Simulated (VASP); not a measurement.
# Nb2SiO2 (P6_3/mmc) in VASP: notebook

Runs on Nb2SiO2. Level: PBE. Tasks: single point, relaxation of cell and atoms.

Everything below comes from runs of VASP 6.6.1. Logs are shortened: lines on timing, memory, paths and dates and some standing lists are left out, and cuts for length are marked.

## 1. The structure

The structure is hexagonal, space group P6_3/mmc (No. 194). Conventional cell: a = 3.016 Å, b = 3.016 Å, c = 18.859 Å, α = 90.00°, β = 90.00°, γ = 120.00°. Around Nb (site symmetry 3m) lie 3 O at 2.08 Å. Si (site symmetry -6m2) is surrounded by 6 Nb at 2.69 Å and 6 Si at 3.02 Å. O (site symmetry 3m) is surrounded by 3 Nb at 2.08 Å.

The cell was built by a generator and needn't be a form met in nature.

## 2. Single point, PBE

The input, INCAR:

```
  PREC = Normal
  ENCUT = 520
  EDIFF = 1E-5
  ISMEAR = 0
  SIGMA = 0.15
  LREAL = Auto
  LASPH = T
  NELM = 80
  ALGO = Fast
  ISIF = 2
  LWAVE = F
  LCHARG = F
  GGA = PE
  KPAR = 4
```

The input, KPOINTS:

```
Automatic mesh
0
Gamma
  7 7 2
```

The input, POSCAR:

```
Nb2SiO2
1.0
    3.0155590000      0.0000000000      0.0000000000
   -1.5077800000      2.6115510000      0.0000000000
    0.0000000000      0.0000000000     18.8593800000
Nb Si O
4 2 4
Direct
    0.6666670000      0.3333330000      0.3585470000
    0.3333330000      0.6666670000      0.6414530000
    0.6666670000      0.3333330000      0.1414530000
    0.3333330000      0.6666670000      0.8585470000
    0.3333330000      0.6666670000      0.2500000000
    0.6666670000      0.3333330000      0.7500000000
    0.3333330000      0.6666670000      0.4191120000
    0.6666670000      0.3333330000      0.5808880000
    0.3333330000      0.6666670000      0.0808880000
    0.6666670000      0.3333330000      0.9191120000
```

Potentials or basis: VASP PAW PBE potentials, release 64 (Nb_sv, Si, O).

Launch:

```console
cat potpaw_PBE.64/Nb_sv/POTCAR potpaw_PBE.64/Si/POTCAR potpaw_PBE.64/O/POTCAR > POTCAR
mpirun -np 4 vasp_std > vasp.out
```

OUTCAR:

```text
PREC = Normal
   ENCUT = 520
   EDIFF = 1E-5
   ISMEAR = 0
   LREAL = Auto
   LASPH = T
   NELM = 80
   ISIF = 2
   GGA = PE

 ion  position               nearest neighbor table
   1  0.667  0.333  0.359-   7 2.08   7 2.08   7 2.08   5 2.69   5 2.69   5 2.69
   2  0.333  0.667  0.641-   8 2.08   8 2.08   8 2.08   6 2.69   6 2.69   6 2.69
   3  0.667  0.333  0.141-   9 2.08   9 2.08   9 2.08   5 2.69   5 2.69   5 2.69
   4  0.333  0.667  0.859-  10 2.08  10 2.08  10 2.08   6 2.69   6 2.69   6 2.69
   5  0.333  0.667  0.250-   1 2.69   3 2.69   1 2.69   3 2.69   1 2.69   3 2.69
   6  0.667  0.333  0.750-   2 2.69   4 2.69   2 2.69   4 2.69   2 2.69   4 2.69
   7  0.333  0.667  0.419-   1 2.08   1 2.08   1 2.08
   8  0.667  0.333  0.581-   2 2.08   2 2.08   2 2.08
   9  0.333  0.667  0.081-   3 2.08   3 2.08   3 2.08
  10  0.667  0.333  0.919-   4 2.08   4 2.08   4 2.08

  LATTYP: Found a hexagonal cell.
 ALAT       =     3.0155590000
 C/A-ratio  =     6.2540245440

  Lattice vectors:

 A1 = (   3.0155590000,   0.0000000000,   0.0000000000)
 A2 = (  -1.5077800000,   2.6115510000,   0.0000000000)
 A3 = (   0.0000000000,   0.0000000000,  18.8593800000)

Analysis of symmetry for initial positions (statically):
=====================================================================
 Subroutine PRICEL returns:
 Original cell was already a primitive cell.

 Routine SETGRP: Setting up the symmetry group for a
 hexagonal supercell.

 Subroutine GETGRP returns: Found 24 space group operations
 (whereof 12 operations were pure point group operations)
 out of a pool of 24 trial point group operations.

The static configuration has the point symmetry D_3d.
 The point group associated with its full space group is D_6h.

Analysis of symmetry for dynamics (positions and initial velocities):
=====================================================================
 Subroutine PRICEL returns:
 Original cell was already a primitive cell.

 Routine SETGRP: Setting up the symmetry group for a
 hexagonal supercell.

 Subroutine GETGRP returns: Found 24 space group operations
 (whereof 12 operations were pure point group operations)
 out of a pool of 24 trial point group operations.

The dynamic configuration has the point symmetry D_3d.
 The point group associated with its full space group is D_6h.

 Subroutine INISYM returns: Found 24 space group operations
 (whereof 12 operations are pure point group operations),
 and found     1 'primitive' translations

----------------------------------------------------------------------------------------

                                     Primitive cell

  volume of cell :     148.5230

  direct lattice vectors                    reciprocal lattice vectors
     3.015559000  0.000000000  0.000000000     0.331613475  0.191457171  0.000000000
    -1.507780000  2.611551000  0.000000000     0.000000000  0.382914215  0.000000000
     0.000000000  0.000000000 18.859380000     0.000000000  0.000000000  0.053024012

  length of vectors
     3.015559000  3.015559509 18.859380000     0.382914279  0.382914215  0.053024012

  position of ions in fractional coordinates (direct lattice)
     0.666667000  0.333333000  0.358547000
     0.333333000  0.666667000  0.641453000
     0.666667000  0.333333000  0.141453000
     0.333333000  0.666667000  0.858547000
     0.333333000  0.666667000  0.250000000
     0.666667000  0.333333000  0.750000000
     0.333333000  0.666667000  0.419112000
     0.666667000  0.333333000  0.580888000
     0.333333000  0.666667000  0.080888000
     0.666667000  0.333333000  0.919112000

  ion indices of the primitive-cell ions
   primitive index   ion index
                 1           1
                 2           2
                 3           3
                 4           4
                 5           5
                 6           6
                 7           7
                 8           8
                 9           9
                10          10

----------------------------------------------------------------------------------------

 KPOINTS: Automatic mesh

Automatic generation of k-mesh.
 Grid dimensions read from file:
 generate k-points for:    7    7    2

 Generating k-lattice:

  Cartesian coordinates                     Fractional coordinates (reciprocal lattice)
     0.047373354  0.027351024  0.000000000     0.142857143  0.000000000  0.000000000
     0.000000000  0.054702031  0.000000000     0.000000000  0.142857143  0.000000000
     0.000000000  0.000000000  0.026512006     0.000000000  0.000000000  0.500000000

  Length of vectors
     0.054702040  0.054702031  0.026512006

  Shift w.r.t. Gamma in fractional coordinates (k-lattice)
     0.000000000  0.000000000  0.000000000

 Subroutine IBZKPT returns following result:
 ===========================================

 Found     16 irreducible k-points:

 Following reciprocal coordinates:
            Coordinates               Weight
  0.000000  0.000000  0.000000      1.000000
  0.142857  0.000000  0.000000      6.000000
  0.285714  0.000000  0.000000      6.000000
  0.428571  0.000000  0.000000      6.000000
  0.142857  0.142857  0.000000      6.000000
  0.285714  0.142857  0.000000     12.000000
[... 8 lines left out ...]
  0.428571  0.142857  0.500000      6.000000
  0.285714  0.285714  0.500000      6.000000
   k-points           NKPTS =     16   k-points in BZ     NKDIM =     16   number of bands    NBANDS=     50
   number of dos      NEDOS =    301   number of ions     NIONS =     10
   total plane-waves  NPLWV =  34992
   dimension x,y,z NGX =    18 NGY =   18 NGZ =  108
   dimension x,y,z NGXF=    36 NGYF=   36 NGZF=  216
   ions per type =               4   2   4
   NGX,Y,Z   is equivalent  to a cutoff of   9.92,  9.92,  9.52 a.u.
   NGXF,Y,Z  is equivalent  to a cutoff of  19.85, 19.85, 19.04 a.u.
 SYSTEM =  unknown system
   PREC   = normal    normal or accurate (medium, high low for compatibility)
   ISTART =      0    job   : 0-new  1-cont  2-samecut
   ICHARG =      2    charge: 1-file 2-atom 10-const
   ISPIN  =      1    spin polarized calculation?
   LNONCOLLINEAR =      F non collinear calculations
   LSORBIT =      F    spin-orbit coupling
   LASPH  =      T    aspherical Exc in radial PAW
   ENCUT  =  520.0 eV  38.22 Ry    6.18 a.u.   5.61  5.61 35.07*2*pi/ulx,y,z
   NELM   =     80;   NELMIN=  2; NELMDL= -5     # of ELM steps
   EDIFF  = 0.1E-04   stopping-criterion for ELM
   LREAL  =      T    real-space projection
   EDIFFG = 0.1E-03   stopping-criterion for IOM
   NSW    =      0    number of steps for IOM
   IBRION =     -1    ionic relax: 0-MD 1-quasi-New 2-CG
   NFREE  =      0    steps in history (QN), initial steepest desc. (CG)
   ISIF   =      2    stress and relaxation
   ISYM   =      2    0-nonsym 1-usesym 2-fastsym
   POTIM  = 0.5000    time-step for ionic-motion
   TEBEG  =    0.0;   TEEND  =   0.0 temperature during run
   PSTRESS=    0.0 pullay stress
   NELECT =      84.0000    total number of electrons
   NUPDOWN=      -1.0000    fix difference up-down
   EMIN   =  10.00;   EMAX   =-10.00  energy-range for DOS
   EFERMI =   0.00;   METHOD = LEGACY
   ISMEAR =     0;   SIGMA  =   0.15  broadening in eV -4-tet -1-fermi 0-gaus
   EFERMI_NEDOS =   21; number of points for ismear=-14 and -15
   IALGO  =     68    algorithm
   IMIX   =      4    mixing-type and parameters
     AMIX     =   0.40;   BMIX     =  1.00
     AMIX_MAG =   1.60;   BMIX_MAG =  1.00
  volume/ion in A,a.u.               =      14.85       100.23
  Fermi-wavevector in a.u.,A,eV,Ry     =   1.353848  2.558402 24.938190  1.832905
  Thomas-Fermi vector in A             =   2.481069
   LORBIT       =      0    0 simple, 1 ext, 2 COOP (PROOUT), +10 PAW based schemes
   GGA     = PE    functional components
   LHFCALC =     F    Hartree Fock is set to
   AEXX    =    0.0000 exact exchange contribution
   IVDW    =     0    specifies the selected vdW correction
   LEPSILON=     F    determine dielectric tensor
   LRPA    =     F    only Hartree local field effects (RPA)
 non-spin polarized calculation
 RMM-DIIS sequential band-by-band and
 Gauss-broadening in eV      SIGMA  =   0.15
  energy-cutoff  :      520.00
  volume of cell :      148.52
 maximum number of plane-waves:      4043
   NGX = 11   NGY = 11   NGZ = 71

 number of electron      83.9999904 magnetization

 Free energy of the ion-electron system (eV)
  ---------------------------------------------------
  ext. energy  EPLUGINS =         0.00000000
  ---------------------------------------------------
  free energy    TOTEN  =       -85.99312842 eV

  energy without entropy =      -85.93694159  energy(sigma->0) =      -85.96503500

 E-fermi :   7.8742     XC(G=0): -10.8969

 val. band max:        7.8331870724   @ k =   0.1429   0.0000   0.0000
 cond. band min:       7.9285089794   @ k =   0.1429   0.0000   0.0000
 fundamental gap:      0.0953219070
 Fermi energy:         7.8741888508

 k-point     1 :       0.0000    0.0000    0.0000
  band No.  band energies     occupation
      1     -47.9212      2.00000
      2     -47.9212      2.00000
      3     -47.9204      2.00000
      4     -47.9204      2.00000
      5     -24.1846      2.00000
      6     -24.1840      2.00000
[... 42 lines left out ...]
     49      10.8747      0.00000
     50      10.9900      0.00000

 k-point     2 :       0.1429    0.0000    0.0000
  band No.  band energies     occupation
      1     -47.8983      2.00000
      2     -47.8983      2.00000
      3     -47.8976      2.00000
      4     -47.8976      2.00000
      5     -24.1469      2.00000
      6     -24.1464      2.00000
[... 734 lines left out ...]
 k-point    16 :       0.2857    0.2857    0.5000
  band No.  band energies     occupation
      1     -47.7875      2.00000
      2     -47.7875      2.00000
      3     -47.7870      2.00000
      4     -47.7870      2.00000
      5     -24.3262      2.00000
      6     -24.3262      2.00000
[... 42 lines left out ...]
     49      10.2102      0.00000
     50      10.2134      0.00000

------------------------ aborting loop because EDIFF is reached ----------------------------------------

  FORCE on cell =-STRESS in cart. coord.  units (eV):
  Direction    XX          YY          ZZ          XY          YZ          ZX
  --------------------------------------------------------------------------------------
  -------------------------------------------------------------------------------------
  Total       -0.5012694     -0.5012695      0.3394905      0.0000001      0.0000000      0.0000000
  in kB       -5.4073941     -5.4073953      3.6622204      0.0000010      0.0000000      0.0000000
  external PRESSURE =      -2.3841897 kB  Pullay stress =       0.0000000 kB

 VOLUME and BASIS-vectors are now :
 -----------------------------------------------------------------------------
  energy-cutoff  :      520.00
  volume of cell :      148.52
      direct lattice vectors                 reciprocal lattice vectors
     3.015559000  0.000000000  0.000000000     0.331613475  0.191457171  0.000000000
    -1.507780000  2.611551000  0.000000000     0.000000000  0.382914215  0.000000000
     0.000000000  0.000000000 18.859380000     0.000000000  0.000000000  0.053024012

 POSITION                                       TOTAL-FORCE (eV/Angst)
 -----------------------------------------------------------------------------------
      1.50778      0.87052      6.76197         0.000000     -0.000000      0.023778
     -0.00000      1.74103     12.09741        -0.000000      0.000000     -0.023778
      1.50778      0.87052      2.66772         0.000000     -0.000000     -0.023778
     -0.00000      1.74103     16.19166        -0.000000      0.000000      0.023778
     -0.00000      1.74103      4.71485         0.000000      0.000000      0.000000
      1.50778      0.87052     14.14454        -0.000000      0.000000      0.000000
     -0.00000      1.74103      7.90419        -0.000000      0.000000      0.011214
      1.50778      0.87052     10.95519         0.000000     -0.000000     -0.011214
     -0.00000      1.74103      1.52550        -0.000000      0.000000     -0.011214
      1.50778      0.87052     17.33388         0.000000     -0.000000      0.011214
 -----------------------------------------------------------------------------------
    total drift:                               -0.006910      0.003989     -0.002187

  FREE ENERGIE OF THE ION-ELECTRON SYSTEM (eV)
  ---------------------------------------------------
  free  energy   TOTEN  =       -85.9931284201 eV

  energy  without entropy=      -85.9369415879  energy(sigma->0) =      -85.96503500
```

Run time: 28 s. Hardware: 4 MPI ranks of Intel Xeon 6975P-C (Granite Rapids), shared host; peak memory 0.23 GiB.

What came out:

```
Free energy            : -85.9931 eV
Pressure               : -0.2 GPa
Largest force          : 0.024 eV/Å
Band gap on the k mesh : none (metal or under the smearing width)
```

Forces on the atoms (eV/Å):
```
Nb   0.000  0.000  0.024
Nb   0.000  0.000 -0.024
Nb   0.000  0.000 -0.024
Nb   0.000  0.000  0.024
Si   0.000  0.000  0.000
Si   0.000  0.000  0.000
O    0.000  0.000  0.011
O    0.000  0.000 -0.011
O    0.000  0.000 -0.011
O    0.000  0.000  0.011
```

Stress tensor (GPa, compression positive):
```
-0.54  0.00  0.00
 0.00 -0.54  0.00
 0.00  0.00  0.37
```

## 3. Relaxation of cell and atoms, PBE

This run uses another cell than the first one, of 15.08 Å³/atom, 1.015 times its volume.

The input, INCAR:

```
SYSTEM = Nb2SiO2
  ALGO = Fast
  EDIFF = 1E-5
  EDIFFG = -0.03
  ENCUT = 520
  GGA = PE
  IBRION = 2
  ISIF = 3
  ISMEAR = 0
  ISYM = 0
  KPAR = 4
  LASPH = .True.
  LCHARG = .False.
  LREAL = Auto
  LWAVE = .False.
  NELM = 80
  NSW = 110
  PREC = Normal
  SIGMA = 0.15
```

The input, KPOINTS:

```
k-points
0
Gamma
  7 7 2
  0 0 0
```

The input, POSCAR:

```
Nb2SiO2
1.0
    3.1098000200     -0.0287442500      0.0522410900
   -1.5797937800      2.6026408100     -0.0941506300
    0.3267170500     -0.4912808700     18.7541563900
Nb Si O
4 2 4
Direct
    0.6076849000      0.3072370200      0.3567617400
    0.2695416800      0.6690257000      0.6467326000
    0.8031816000      0.3722054000      0.1512282700
    0.4159387800      0.6238145500      0.8544740400
    0.3250996600      0.6531075900      0.2348083800
    0.6700839000      0.4260918600      0.7575988500
    0.2817703200      0.6401396500      0.4211672300
    0.7863360800      0.2973579400      0.5907326800
    0.3939976900      0.7468057600      0.0803806700
    0.7517462800      0.3365770400      0.9217140300
```

Potentials or basis: VASP PAW PBE potentials, release 64 (Nb_sv, Si, O).

Launch:

```console
cat potpaw_PBE.64/Nb_sv/POTCAR potpaw_PBE.64/Si/POTCAR potpaw_PBE.64/O/POTCAR > POTCAR
mpirun -np 4 vasp_std > vasp.out
```

Wall time 24 min (4 MPI ranks of Intel Xeon 6975P-C (Granite Rapids), shared host); peak memory 0.37 GiB.

Results (log left out):

| Quantity | Value |
| --- | --- |
| Free energy | -86.0384 eV |
| Relaxed volume | 14.97 Å³/atom |
| Relaxed cell | a = 2.976 Å, b = 2.962 Å, c = 18.791 Å, α = 89.94°, β = 89.01°, γ = 115.30° |
| Space group after relaxing (to 0.05 Å) | P-1 (No. 2) |
| Energy gained by relaxing | 538.5 meV/atom |
| Ionic steps | 38 |
| Pressure after relaxing | 0.0 GPa |
| Largest force after relaxing | 0.030 eV/Å |
| Band gap on the k mesh | none (metal or under the smearing width) |

Forces on the atoms (eV/Å):
```
Nb   0.002 -0.001 -0.008
Nb  -0.011  0.017  0.017
Nb   0.000 -0.010  0.010
Nb  -0.003  0.012  0.009
Si  -0.006 -0.002  0.015
Si   0.006 -0.006 -0.011
O    0.005  0.003  0.001
O   -0.002 -0.018 -0.024
O    0.000  0.000 -0.010
O    0.009  0.003  0.001
```

Step by step:
```
step  energy change (eV)  largest force (eV/Å)  pressure (GPa)  volume (Å³)
   1              0.0000               11.4038           12.87       150.79
   2              0.4184                6.7180           -8.41       177.73
   3             -3.9809                3.5879           -7.59       160.97
   4             -4.0520                3.3553           -6.89       160.08
   5             -4.0897                2.9708           -5.67       158.76
   6             -4.5728                2.0887            8.05       149.22
   7             -4.4813                1.2960            3.53       151.91
   8             -5.0232                0.8826           -0.84       153.74
   9             -5.0262                0.8955           -1.03       153.81
  10             -5.1376                0.6405           -0.79       152.24
  11             -5.1903                0.9594           -0.22       150.46
  12             -5.2660                0.4418            1.56       149.04
  13             -5.2741                0.3549            2.47       148.39
  14             -5.3008                0.4196           -1.29       151.30
  15             -5.3048                0.3271           -0.35       150.51
  16             -5.3228                0.2012           -0.30       150.56
  17             -5.3297                0.3309           -0.21       150.61
  18             -5.3434                0.2353           -0.11       150.38
  19             -5.3539                0.2445            0.10       149.99
  20             -5.3634                0.1884           -0.15       150.04
  21             -5.3674                0.3132           -0.38       150.09
  22             -5.3735                0.1197            0.46       149.54
  23             -5.3736                0.1248            0.58       149.45
  24             -5.3772                0.1558           -0.09       149.95
  25             -5.3772                0.1586           -0.12       149.97
  26             -5.3797                0.0755           -0.20       149.99
  27             -5.3808                0.0760           -0.27       150.01
  28             -5.3806                0.1886           -0.39       150.04
  29             -5.3811                0.1018           -0.32       150.02
  30             -5.3821                0.0851            0.48       149.41
  31             -5.3823                0.0800            0.25       149.59
  32             -5.3834                0.0641            0.08       149.67
  33             -5.3834                0.0702            0.06       149.68
  34             -5.3840                0.0394           -0.14       149.83
  35             -5.3840                0.0409           -0.14       149.83
  36             -5.3842                0.0550            0.15       149.65
  37             -5.3843                0.0451            0.06       149.70
  38             -5.3845                0.0299            0.03       149.71
```

Final structure:
```
Nb Si O
1.0
     2.97280    0.13046    0.02572
    -1.38190    2.61981   -0.00156
     0.15590    0.11475   18.78985
Nb Si O
4 2 4
Direct
  0.68619 0.32118 0.35673
  0.37564 0.69338 0.64642
  0.71598 0.33614 0.14139
  0.34370 0.67750 0.86164
  0.33288 0.69395 0.24904
  0.73032 0.32045 0.75407
  0.31714 0.67378 0.41610
  0.74467 0.34200 0.58714
  0.36234 0.69675 0.08211
  0.69653 0.31723 0.92096
```

Levels at points of the mesh, in eV from the Fermi level:
```tsv
k point	band 40	band 41	band 42	band 43	band 44	band 45
(0.00, 0.00, 0.00)	-0.19	-0.11	0.24	0.50	0.70	1.04
(0.00, 0.00, 0.50)	-0.19	0.03	0.05	0.63	0.64	1.06
```
